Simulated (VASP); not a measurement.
Output of a VASP run:

File OUTCAR:
```
 ion  position               nearest neighbor table
   1  0.000  0.000  0.000-
  LATTYP: Found a body centered cubic cell.
 ALAT       =     6.0042967204
 Subroutine PRICEL returns:
 Original cell was already a primitive cell.
 Subroutine GETGRP returns: Found 48 space group operations
The static configuration has the point symmetry O_h .
The dynamic configuration has the point symmetry O_h .
 Subroutine INISYM returns: Found 48 space group operations
 Subroutine IBZKPT returns following result:
 Found     47 irreducible k-points:

 Following reciprocal coordinates:
            Coordinates               Weight
  0.000000  0.000000  0.000000      1.000000
  0.100000  0.000000  0.000000     12.000000
  0.200000  0.000000  0.000000     12.000000
  0.300000  0.000000  0.000000     12.000000
  0.400000  0.000000  0.000000     12.000000
  0.500000  0.000000  0.000000      6.000000
  0.100000  0.100000  0.000000     24.000000
  0.200000  0.100000  0.000000     48.000000
  0.300000  0.100000  0.000000     48.000000
  0.400000  0.100000  0.000000     48.000000
  0.200000  0.200000  0.000000     24.000000
  0.300000  0.200000  0.000000     48.000000
  0.400000  0.200000  0.000000     24.000000
  0.300000  0.300000  0.000000     24.000000
  0.100000  0.100000  0.100000      8.000000
  0.200000  0.100000  0.100000     24.000000
  0.300000  0.100000  0.100000     24.000000
  0.400000  0.100000  0.100000     12.000000
 -0.100000  0.100000  0.100000      6.000000
  0.200000  0.200000  0.100000     24.000000
  0.300000  0.200000  0.100000     48.000000
 -0.200000  0.200000  0.100000     24.000000
  0.300000  0.300000  0.100000      8.000000
 -0.300000  0.300000  0.100000     24.000000
 -0.200000  0.300000  0.100000     24.000000
 -0.400000  0.400000  0.100000     24.000000
 -0.300000  0.400000  0.100000     48.000000
  0.500000  0.500000  0.100000     12.000000
 -0.400000  0.500000  0.100000     48.000000
 -0.300000  0.500000  0.100000     24.000000
 -0.400000 -0.400000  0.100000     24.000000
  0.200000  0.200000  0.200000      8.000000
  0.300000  0.200000  0.200000     12.000000
 -0.200000  0.200000  0.200000      6.000000
 -0.300000  0.300000  0.200000     24.000000
 -0.400000  0.400000  0.200000     24.000000
 -0.300000  0.400000  0.200000     24.000000
  0.500000  0.500000  0.200000     12.000000
 -0.400000  0.500000  0.200000     48.000000
 -0.400000 -0.400000  0.200000      8.000000
   k-points           NKPTS =     47   k-points in BZ     NKDIM =     47   number of bands    NBANDS=      8
   number of dos      NEDOS =    301   number of ions     NIONS =      1
   total plane-waves  NPLWV =  21952
   dimension x,y,z NGX =    28 NGY =   28 NGZ =   28
   dimension x,y,z NGXF=    56 NGYF=   56 NGZF=   56
   ions per type =               1
   PREC   = normal    normal or accurate (medium, high low for compatibility)
   ISTART =      0    job   : 0-new  1-cont  2-samecut
   ICHARG =      2    charge: 1-file 2-atom 10-const
   ISPIN  =      1    spin polarized calculation?
   LNONCOLLINEAR =      F non collinear calculations
   LSORBIT =      F    spin-orbit coupling
   INIWAV =      1    electr: 0-lowe 1-rand  2-diag
   ENCUT  =  400.0 eV  29.40 Ry    5.42 a.u.   8.48  8.48  8.48*2*pi/ulx,y,z
   NELM   =    100;   NELMIN=  4; NELMDL= -5     # of ELM steps
   EDIFF  = 0.1E-04   stopping-criterion for ELM
   LREAL  =      F    real-space projection
   NLSPLINE    = F    spline interpolate recip. space projectors
   LMAXMIX     =    4 max onsite mixed and CHGCAR
   VOSKOWN=      0    Vosko Wilk Nusair interpolation
   EDIFFG = -.3E-01   stopping-criterion for IOM
   NSW    =     20    number of steps for IOM
   NBLOCK =      1;   KBLOCK =     20    inner block; outer block
   IBRION =      2    ionic relax: 0-MD 1-quasi-New 2-CG
   NFREE  =      1    steps in history (QN), initial steepest desc. (CG)
...
```

### OSZICAR
```
       N       E                     dE             d eps       ncg     rms          rms(c)
DAV:   1     0.511001405012E+02    0.51100E+02   -0.26278E+03   752   0.643E+02
DAV:   2     0.334358052122E+01   -0.47757E+02   -0.47107E+02  1016   0.116E+02
DAV:   3    -0.885743397805E+00   -0.42293E+01   -0.42273E+01   760   0.422E+01
DAV:   4    -0.938321160223E+00   -0.52578E-01   -0.52566E-01  1400   0.583E+00
DAV:   5    -0.938394616535E+00   -0.73456E-04   -0.73426E-04   928   0.124E-01    0.132E-01
RMM:   6    -0.938073249673E+00    0.32137E-03   -0.90466E-04   752   0.191E-01    0.903E-02
RMM:   7    -0.938284532296E+00   -0.21128E-03   -0.35683E-03   752   0.368E-01    0.338E-02
RMM:   8    -0.938324270533E+00   -0.39738E-04   -0.15637E-04   783   0.944E-02    0.599E-03
RMM:   9    -0.938326498103E+00   -0.22276E-05   -0.45349E-05   709   0.374E-02
   1 F= -.93832650E+00 E0= -.93750320E+00  d E =-.938326E+00
```

OUTCAR:
```
------------------------ aborting loop because EDIFF is reached ----------------------------------------
  FORCE on cell =-STRESS in cart. coord.  units (eV):
  Direction    XX          YY          ZZ          XY          YZ          ZX
  --------------------------------------------------------------------------------------
  Total        0.0059806      0.0059806      0.0059806      0.0000000      0.0000000     -0.0000000
  in kB        0.0885312      0.0885312      0.0885312      0.0000000      0.0000000     -0.0000000
  external PRESSURE =       0.0885312 kB  Pullay stress =       0.0000000 kB
  volume of cell :      108.23
      direct lattice vectors                 reciprocal lattice vectors
    -3.002148360  3.002148360  3.002148360     0.000000000  0.166547399  0.166547399
     3.002148360 -3.002148360  3.002148360     0.166547399  0.000000000  0.166547399
     3.002148360  3.002148360 -3.002148360     0.166547399  0.166547399  0.000000000
 POSITION                                       TOTAL-FORCE (eV/Angst)
 -----------------------------------------------------------------------------------
      0.00000      0.00000      0.00000         0.000000      0.000000      0.000000
 -----------------------------------------------------------------------------------
    total drift:                                0.000000      0.000000      0.000000
  FREE ENERGIE OF THE ION-ELECTRON SYSTEM (eV)
  ---------------------------------------------------
  free  energy   TOTEN  =        -0.9383264981 eV

  energy  without entropy=       -0.9358566090  energy(sigma->0) =       -0.93750320

 reached required accuracy - stopping structural energy minimisation
```
(Selected blocks of OUTCAR.)

File POSCAR:
```
Cs
1
   -3.0021483602     3.0021483602     3.0021483602
    3.0021483602    -3.0021483602     3.0021483602
    3.0021483602     3.0021483602    -3.0021483602
Cs
1
Direct
  0.0000000000   0.0000000000   0.0000000000
```

Q: Reconstruct the remaining input files.

A: One answer among several that fit: the input of the run itself, PBEsol GGA, plane waves, VASP's PBE PAW potentials (set 64).

INCAR:
```
SYSTEM = Cs
PREC = Normal
ENCUT = 400
EDIFF = 1E-5
NELM = 100
ALGO = Fast
LREAL = .FALSE.
LASPH = .TRUE.
ISMEAR = 1
SIGMA = 0.1
GGA = PS
LMAXMIX = 4
LWAVE = .FALSE.
LCHARG = .FALSE.
NELMIN = 4
IBRION = 2
ISIF = 2
NSW = 20
EDIFFG = -0.03
```

**KPOINTS**
```
Automatic mesh
0
Gamma
10 10 10
0 0 0
```

POTCAR, in this order: Cs_sv (PBE.64 set). Program: vasp_std.

The compound is Cs in the bcc structure. It was relaxed first.
